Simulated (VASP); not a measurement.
# Si3P4 (I-42m) in VASP: further runs

One crystal, Si3P4, is run at these levels: PBE; tasks: equation of state.

Everything below comes from runs of VASP 6.6.1. Logs are shortened: lines on timing, memory, paths and dates and some standing lists are left out, and cuts for length are marked.

## 1. Starting point

The structure is tetragonal, space group I-42m (No. 121). The conventional cell has a = 5.120 Å, b = 5.120 Å, c = 10.241 Å, α = 90.00°, β = 90.00°, γ = 90.00°. Si (site symmetry -4) is surrounded by 4 P at 2.29 Å. Si (site symmetry -42m) has 4 P at 2.27 Å as nearest neighbours. P (site symmetry m) has 3 Si at 2.27 to 2.29 Å as nearest neighbours.

The cell was built by a generator and needn't be a form met in nature.

## 2. Equation of state, PBE, 19.18 Å³/atom

INCAR

```
PREC = Accurate
ENCUT = 520
EDIFF = 1E-6
ISMEAR = 0
SIGMA = 0.1
LREAL = False
LASPH = True
NELM = 100
ALGO = Normal
ISIF = 4
LWAVE = False
LCHARG = False
GGA = PE
IBRION = 2
NSW = 30
EDIFFG = -0.02
KPAR = 4
```

KPOINTS

```
regular mesh
0
Gamma
  8 8 8
```

POSCAR

```
Si3P4
1.0
   -2.5601700000      2.5601700000      5.1203400000
    2.5601700000     -2.5601700000      5.1203400000
    2.5601700000      2.5601700000     -5.1203400000
Si P
3 4
Direct
    0.7500000000      0.2500000000      0.5000000000
    0.2500000000      0.7500000000      0.5000000000
    0.5000000000      0.5000000000      0.0000000000
    0.3452520000      0.8830800000      0.0000000000
    0.8830800000      0.3452520000      0.0000000000
    0.1169200000      0.1169200000      0.4621720000
    0.6547480000      0.6547480000      0.5378280000
```

Potentials or basis: VASP PAW PBE potentials, release 64 (Si, P).

The run is started by

```sh
> cat potpaw_PBE.64/Si/POTCAR potpaw_PBE.64/P/POTCAR > POTCAR
> mpirun -np 4 vasp_std > vasp.out
```

OUTCAR:

```text
PREC = Accurate
   ENCUT = 520
   EDIFF = 1E-6
   ISMEAR = 0
   LREAL = False
   LASPH = True
   NELM = 100
   ISIF = 4
   GGA = PE
   IBRION = 2
   NSW = 30
   EDIFFG = -0.02

 ion  position               nearest neighbor table
   1  0.750  0.250  0.500-   5 2.29   6 2.29   4 2.29   7 2.29
   2  0.250  0.750  0.500-   4 2.29   6 2.29   5 2.29   7 2.29
   3  0.500  0.500  0.000-   7 2.27   4 2.27   5 2.27   6 2.27
   4  0.345  0.883  0.000-   3 2.27   1 2.29   2 2.29
   5  0.883  0.345  0.000-   3 2.27   2 2.29   1 2.29
   6  0.117  0.117  0.462-   3 2.27   1 2.29   2 2.29
   7  0.655  0.655  0.538-   3 2.27   2 2.29   1 2.29

  LATTYP: Found a body centered tetragonal cell.
 ALAT       =     5.1203400000
 C/A-ratio  =     2.0000000000

  Lattice vectors:

 A1 = (  -2.5601700000,   2.5601700000,   5.1203400000)
 A2 = (   2.5601700000,  -2.5601700000,   5.1203400000)
 A3 = (   2.5601700000,   2.5601700000,  -5.1203400000)

Analysis of symmetry for initial positions (statically):
=====================================================================
 Subroutine PRICEL returns:
 Original cell was already a primitive cell.

 Routine SETGRP: Setting up the symmetry group for a
 body centered tetragonal supercell.

 Subroutine GETGRP returns: Found  8 space group operations
 (whereof  8 operations were pure point group operations)
 out of a pool of 16 trial point group operations.

The static configuration has the point symmetry D_2d.

Analysis of symmetry for dynamics (positions and initial velocities):
=====================================================================
 Subroutine PRICEL returns:
 Original cell was already a primitive cell.

 Routine SETGRP: Setting up the symmetry group for a
 body centered tetragonal supercell.

 Subroutine GETGRP returns: Found  8 space group operations
 (whereof  8 operations were pure point group operations)
 out of a pool of 16 trial point group operations.

The dynamic configuration has the point symmetry D_2d.

 Subroutine INISYM returns: Found  8 space group operations
 (whereof  8 operations are pure point group operations),
 and found     1 'primitive' translations

----------------------------------------------------------------------------------------

                                     Primitive cell

  volume of cell :     134.2445

  direct lattice vectors                    reciprocal lattice vectors
    -2.560170000  2.560170000  5.120340000     0.000000000  0.195299531  0.097649765
     2.560170000 -2.560170000  5.120340000     0.195299531  0.000000000  0.097649765
     2.560170000  2.560170000 -5.120340000     0.195299531  0.195299531  0.000000000

  length of vectors
     6.271110155  6.271110155  6.271110155     0.218351514  0.218351514  0.276195245

  position of ions in fractional coordinates (direct lattice)
     0.750000000  0.250000000  0.500000000
     0.250000000  0.750000000  0.500000000
     0.500000000  0.500000000  0.000000000
     0.345252000  0.883080000  0.000000000
     0.883080000  0.345252000  0.000000000
     0.116920000  0.116920000  0.462172000
     0.654748000  0.654748000  0.537828000

  ion indices of the primitive-cell ions
   primitive index   ion index
                 1           1
                 2           2
                 3           3
                 4           4
                 5           5
                 6           6
                 7           7

----------------------------------------------------------------------------------------

 KPOINTS: regular mesh

Automatic generation of k-mesh.
 Grid dimensions read from file:
 generate k-points for:    8    8    8

 Generating k-lattice:

  Cartesian coordinates                     Fractional coordinates (reciprocal lattice)
     0.000000000  0.024412441  0.012206221     0.125000000  0.000000000  0.000000000
     0.024412441  0.000000000  0.012206221     0.000000000  0.125000000  0.000000000
     0.024412441  0.024412441  0.000000000     0.000000000  0.000000000  0.125000000

  Length of vectors
     0.027293939  0.027293939  0.034524406

  Shift w.r.t. Gamma in fractional coordinates (k-lattice)
     0.000000000  0.000000000  0.000000000

 Subroutine IBZKPT returns following result:
 ===========================================

 Found     59 irreducible k-points:

 Following reciprocal coordinates:
            Coordinates               Weight
  0.000000  0.000000  0.000000      1.000000
  0.125000  0.000000  0.000000      8.000000
  0.250000  0.000000  0.000000      8.000000
  0.375000  0.000000  0.000000      8.000000
  0.500000  0.000000  0.000000      4.000000
  0.125000  0.125000  0.000000      8.000000
[... 16 lines left out ...]
  0.250000  0.125000  0.125000     16.000000
  0.375000  0.125000  0.125000      8.000000
 [... further k-points ...]
   k-points           NKPTS =     59   k-points in BZ     NKDIM =     59   number of bands    NBANDS=     20
   number of dos      NEDOS =    301   number of ions     NIONS =      7
   total plane-waves  NPLWV = 110592
   dimension x,y,z NGX =    48 NGY =   48 NGZ =   48
   dimension x,y,z NGXF=    96 NGYF=   96 NGZF=   96
   ions per type =               3   4
   NGX,Y,Z   is equivalent  to a cutoff of  12.72, 12.72, 12.72 a.u.
   NGXF,Y,Z  is equivalent  to a cutoff of  25.45, 25.45, 25.45 a.u.
 SYSTEM =  unknown system
   PREC   = accura    normal or accurate (medium, high low for compatibility)
   ISTART =      0    job   : 0-new  1-cont  2-samecut
   ICHARG =      2    charge: 1-file 2-atom 10-const
   ISPIN  =      1    spin polarized calculation?
   LNONCOLLINEAR =      F non collinear calculations
   LSORBIT =      F    spin-orbit coupling
   LASPH  =      T    aspherical Exc in radial PAW
   ENCUT  =  520.0 eV  38.22 Ry    6.18 a.u.  11.66 11.66 11.66*2*pi/ulx,y,z
   NELM   =    100;   NELMIN=  2; NELMDL= -5     # of ELM steps
   EDIFF  = 0.1E-05   stopping-criterion for ELM
   LREAL  =      F    real-space projection
   EDIFFG = -.2E-01   stopping-criterion for IOM
   NSW    =     30    number of steps for IOM
   IBRION =      2    ionic relax: 0-MD 1-quasi-New 2-CG
   NFREE  =      1    steps in history (QN), initial steepest desc. (CG)
   ISIF   =      4    stress and relaxation
   ISYM   =      2    0-nonsym 1-usesym 2-fastsym
   POTIM  = 0.5000    time-step for ionic-motion
   TEBEG  =    0.0;   TEEND  =   0.0 temperature during run
   PSTRESS=    0.0 pullay stress
   NELECT =      32.0000    total number of electrons
   NUPDOWN=      -1.0000    fix difference up-down
   EMIN   =  10.00;   EMAX   =-10.00  energy-range for DOS
   EFERMI =   0.00;   METHOD = LEGACY
   ISMEAR =     0;   SIGMA  =   0.10  broadening in eV -4-tet -1-fermi 0-gaus
   EFERMI_NEDOS =   21; number of points for ismear=-14 and -15
   IALGO  =     38    algorithm
   IMIX   =      4    mixing-type and parameters
     AMIX     =   0.40;   BMIX     =  1.00
     AMIX_MAG =   1.60;   BMIX_MAG =  1.00
  volume/ion in A,a.u.               =      19.18       129.42
  Fermi-wavevector in a.u.,A,eV,Ry     =   1.015062  1.918190 14.018782  1.030351
  Thomas-Fermi vector in A             =   2.148326
   LORBIT       =      0    0 simple, 1 ext, 2 COOP (PROOUT), +10 PAW based schemes
   GGA     = PE    functional components
   LHFCALC =     F    Hartree Fock is set to
   AEXX    =    0.0000 exact exchange contribution
   IVDW    =     0    specifies the selected vdW correction
   LEPSILON=     F    determine dielectric tensor
   LRPA    =     F    only Hartree local field effects (RPA)
 conjugate gradient relaxation of ions
 non-spin polarized calculation
 Gauss-broadening in eV      SIGMA  =   0.10
  energy-cutoff  :      520.00
  volume of cell :      134.24
 maximum number of plane-waves:      3672
   NGX = 23   NGY = 23   NGZ = 23

 number of electron      32.0000000 magnetization

 Free energy of the ion-electron system (eV)
  ---------------------------------------------------
  ext. energy  EPLUGINS =         0.00000000
  ---------------------------------------------------
  free energy    TOTEN  =       -38.63740582 eV

  energy without entropy =      -38.63738997  energy(sigma->0) =      -38.63739790

 E-fermi :   6.2748     XC(G=0):  -9.7217

 val. band max:        6.0658030803   @ k =   0.0000   0.0000   0.0000
 cond. band min:       6.4406394200   @ k =   0.5000   0.5000   0.5000
 fundamental gap:      0.3748363397
 Fermi energy:         6.2748198593

 k-point     1 :       0.0000    0.0000    0.0000
  band No.  band energies     occupation
      1      -7.6458      2.00000
      2      -4.1570      2.00000
      3      -4.0623      2.00000
      4      -4.0623      2.00000
      5      -2.4541      2.00000
      6      -2.2638      2.00000
[... 12 lines left out ...]
     19       9.1356      0.00000
     20       9.1956      0.00000

 k-point     2 :       0.1250    0.0000    0.0000
  band No.  band energies     occupation
      1      -7.5587      2.00000
      2      -4.3029      2.00000
      3      -4.2649      2.00000
      4      -4.1456      2.00000
      5      -2.2698      2.00000
      6      -2.0711      2.00000
[... 12 lines left out ...]
     19       8.8877      0.00000
     20       9.0965      0.00000
[... 465 lines left out ...]
      3      -4.9666      2.00000
      4      -4.4379      2.00000
      5      -1.8263      2.00000
      6      -1.4149      2.00000
[... 12 lines left out ...]
     19       8.4797      0.00000
     20       9.0120      0.00000

 k-point    24 :       0.3750    0.1250    0.1250
  band No.  band energies     occupation
      1      -6.2765      2.00000
      2      -5.9010      2.00000
      3      -5.0113      2.00000
      4      -4.4905      2.00000
      5      -1.8344      2.00000
      6      -1.1388      2.00000
[... 12 lines left out ...]
     19       8.9037      0.00000
     20       9.2520      0.00000

 [... further k-points ...]

------------------------ aborting loop because EDIFF is reached ----------------------------------------

  FORCE on cell =-STRESS in cart. coord.  units (eV):
  Direction    XX          YY          ZZ          XY          YZ          ZX
  --------------------------------------------------------------------------------------
  -------------------------------------------------------------------------------------
  Total        0.0029092      0.0029092     -0.0041554      0.0000000      0.0000000      0.0000000
  in kB        0.0347204      0.0347204     -0.0495939      0.0000000      0.0000000      0.0000000
  external PRESSURE =       0.0066156 kB  Pullay stress =       0.0000000 kB

 VOLUME and BASIS-vectors are now :
 -----------------------------------------------------------------------------
  energy-cutoff  :      520.00
  volume of cell :      134.24
      direct lattice vectors                 reciprocal lattice vectors
    -2.560170000  2.560170000  5.120340000     0.000000000  0.195299531  0.097649765
     2.560170000 -2.560170000  5.120340000     0.195299531  0.000000000  0.097649765
     2.560170000  2.560170000 -5.120340000     0.195299531  0.195299531  0.000000000

 POSITION                                       TOTAL-FORCE (eV/Angst)
 -----------------------------------------------------------------------------------
     -0.00000      2.56017      2.56017        -0.000000     -0.000000      0.000000
      2.56017     -0.00000      2.56017         0.000000      0.000000      0.000000
      0.00000      0.00000      5.12034        -0.000000      0.000000      0.000000
      1.37693     -1.37693      6.28948        -0.000225      0.000225      0.004393
     -1.37693      1.37693      6.28948         0.000225     -0.000225      0.004393
      1.18324      1.18324     -1.16914         0.000225      0.000225     -0.004393
      1.37693      1.37693      3.95120        -0.000225     -0.000225     -0.004393
 -----------------------------------------------------------------------------------
    total drift:                                0.000000      0.000000      0.000000

  FREE ENERGIE OF THE ION-ELECTRON SYSTEM (eV)
  ---------------------------------------------------
  free  energy   TOTEN  =       -38.6374058212 eV

  energy  without entropy=      -38.6373899742  energy(sigma->0) =      -38.63739790

 reached required accuracy - stopping structural energy minimisation
```

Run time: 46 s. Hardware: 4 MPI ranks of Intel Xeon Platinum 8259CL at 2.50GHz (Skylake/Cascade Lake), shared host; peak memory 0.38 GiB.

What came out:

```yaml
Free_energy: -38.6374 eV
Pressure: 0.0 GPa
Largest_force: 0.004 eV/Å
Band_gap_on_the_k_mesh: 0.37 eV, indirect (least direct gap 0.75 eV)
```

## 3. Equation of state, PBE, 18.60 Å³/atom (volume scaled by 0.97)

INCAR is that of step 2.

KPOINTS is that of step 2.

Edit POSCAR of step 2 so:

```diff
@@ -2,5 +2,5 @@
 1.0
-   -2.5601700000      2.5601700000      5.1203400000
-    2.5601700000     -2.5601700000      5.1203400000
-    2.5601700000      2.5601700000     -5.1203400000
+   -2.5343079288      2.5343079288      5.0686158576
+    2.5343079288     -2.5343079288      5.0686158576
+    2.5343079288      2.5343079288     -5.0686158576
 Si P
```

Potentials or basis: VASP PAW PBE potentials, release 64 (Si, P).

The run is started by

```sh
> cat potpaw_PBE.64/Si/POTCAR potpaw_PBE.64/P/POTCAR > POTCAR
> mpirun -np 4 vasp_std > vasp.out
```

Wall time 88 s (4 MPI ranks of Intel Xeon Platinum 8259CL at 2.50GHz (Skylake/Cascade Lake), shared host); peak memory 0.4 GiB.

The run converged. Its results:

```
Free energy            : -38.6118 eV
Pressure               : 2.0 GPa
Largest force          : 0.019 eV/Å
Band gap on the k mesh : 0.23 eV, indirect (least direct gap 0.69 eV)
```

## 4. Equation of state, PBE, 19.75 Å³/atom (volume scaled by 1.03)

INCAR is that of step 3.

KPOINTS is that of step 3.

Edit POSCAR of step 3 so:

```diff
@@ -2,5 +2,5 @@
 1.0
-   -2.5343079288      2.5343079288      5.0686158576
-    2.5343079288     -2.5343079288      5.0686158576
-    2.5343079288      2.5343079288     -5.0686158576
+   -2.5855198664      2.5855198664      5.1710397329
+    2.5855198664     -2.5855198664      5.1710397329
+    2.5855198664      2.5855198664     -5.1710397329
 Si P
```

The run is started by

```sh
> cat potpaw_PBE.64/Si/POTCAR potpaw_PBE.64/P/POTCAR > POTCAR
> mpirun -np 4 vasp_std > vasp.out
```

It took 2 min on 4 MPI ranks of Intel Xeon Platinum 8259CL at 2.50GHz (Skylake/Cascade Lake), shared host; peak memory 0.41 GiB.

It converged, with:

| Quantity | Value |
| --- | --- |
| Free energy | -38.6155 eV |
| Pressure | -1.8 GPa |
| Largest force | 0.005 eV/Å |
| Band gap on the k mesh | 0.49 eV, indirect (least direct gap 0.81 eV) |

## 5. Equation of state, PBE, 18.03 Å³/atom (volume scaled by 0.94)

INCAR is that of step 4.

KPOINTS is that of step 4.

Edit POSCAR of step 4 so:

```diff
@@ -2,5 +2,5 @@
 1.0
-   -2.5855198664      2.5855198664      5.1710397329
-    2.5855198664     -2.5855198664      5.1710397329
-    2.5855198664      2.5855198664     -5.1710397329
+   -2.5079069680      2.5079069680      5.0158139359
+    2.5079069680     -2.5079069680      5.0158139359
+    2.5079069680      2.5079069680     -5.0158139359
 Si P
```

The run is started by

```sh
> cat potpaw_PBE.64/Si/POTCAR potpaw_PBE.64/P/POTCAR > POTCAR
> mpirun -np 4 vasp_std > vasp.out
```

Run time: 1.9 min. Hardware: 4 MPI ranks of Intel Xeon Platinum 8259CL at 2.50GHz (Skylake/Cascade Lake), shared host; peak memory 0.39 GiB.

Results (log left out):

```
Free energy            : -38.5327 eV
Pressure               : 4.3 GPa
Largest force          : 0.011 eV/Å
Band gap on the k mesh : 0.10 eV, indirect (least direct gap 0.62 eV)
```

## 6. Equation of state, PBE, 20.33 Å³/atom (volume scaled by 1.06)

INCAR is that of step 5.

KPOINTS is that of step 5.

Edit POSCAR of step 5 so:

```diff
@@ -2,5 +2,5 @@
 1.0
-   -2.5079069680      2.5079069680      5.0158139359
-    2.5079069680     -2.5079069680      5.0158139359
-    2.5079069680      2.5079069680     -5.0158139359
+   -2.6103821596      2.6103821596      5.2207643192
+    2.6103821596     -2.6103821596      5.2207643192
+    2.6103821596      2.6103821596     -5.2207643192
 Si P
```

Potentials or basis: VASP PAW PBE potentials, release 64 (Si, P).

The run is started by

```sh
> cat potpaw_PBE.64/Si/POTCAR potpaw_PBE.64/P/POTCAR > POTCAR
> mpirun -np 4 vasp_std > vasp.out
```

Wall time 2.2 min (4 MPI ranks of Intel Xeon Platinum 8259CL at 2.50GHz (Skylake/Cascade Lake), shared host); peak memory 0.4 GiB.

Results (log left out):

```
Free energy            : -38.5517 eV
Pressure               : -3.3 GPa
Largest force          : 0.008 eV/Å
Band gap on the k mesh : 0.60 eV, indirect (least direct gap 0.86 eV)
```

## 7. Equation of state, PBE, 17.45 Å³/atom (volume scaled by 0.91)

INCAR is that of step 6.

KPOINTS is that of step 6.

Edit POSCAR of step 6 so:

```diff
@@ -2,5 +2,5 @@
 1.0
-   -2.6103821596      2.6103821596      5.2207643192
-    2.6103821596     -2.6103821596      5.2207643192
-    2.6103821596      2.6103821596     -5.2207643192
+   -2.4809381362      2.4809381362      4.9618762724
+    2.4809381362     -2.4809381362      4.9618762724
+    2.4809381362      2.4809381362     -4.9618762724
 Si P
```

The run is started by

```sh
> cat potpaw_PBE.64/Si/POTCAR potpaw_PBE.64/P/POTCAR > POTCAR
> mpirun -np 4 vasp_std > vasp.out
```

Run time: 2.5 min. Hardware: 4 MPI ranks of Intel Xeon Platinum 8259CL at 2.50GHz (Skylake/Cascade Lake), shared host; peak memory 0.39 GiB.

Results (log left out):

| Quantity | Value |
| --- | --- |
| Free energy | -38.3930 eV |
| Pressure | 6.8 GPa |
| Largest force | 0.012 eV/Å |
| Band gap on the k mesh | none (metal or under the smearing width) |

## 8. Equation of state, PBE, 20.90 Å³/atom (volume scaled by 1.09)

INCAR is that of step 7.

KPOINTS is that of step 7.

Edit POSCAR of step 7 so:

```diff
@@ -2,5 +2,5 @@
 1.0
-   -2.4809381362      2.4809381362      4.9618762724
-    2.4809381362     -2.4809381362      4.9618762724
-    2.4809381362      2.4809381362     -4.9618762724
+   -2.6347796686      2.6347796686      5.2695593373
+    2.6347796686     -2.6347796686      5.2695593373
+    2.6347796686      2.6347796686     -5.2695593373
 Si P
```

The run is started by

```sh
> cat potpaw_PBE.64/Si/POTCAR potpaw_PBE.64/P/POTCAR > POTCAR
> mpirun -np 4 vasp_std > vasp.out
```

Wall time 1.9 min (4 MPI ranks of Intel Xeon Platinum 8259CL at 2.50GHz (Skylake/Cascade Lake), shared host); peak memory 0.41 GiB.

The run converged. Its results:

```
Free energy            : -38.4511 eV
Pressure               : -4.7 GPa
Largest force          : 0.008 eV/Å
Band gap on the k mesh : 0.69 eV, indirect (least direct gap 0.91 eV)
```
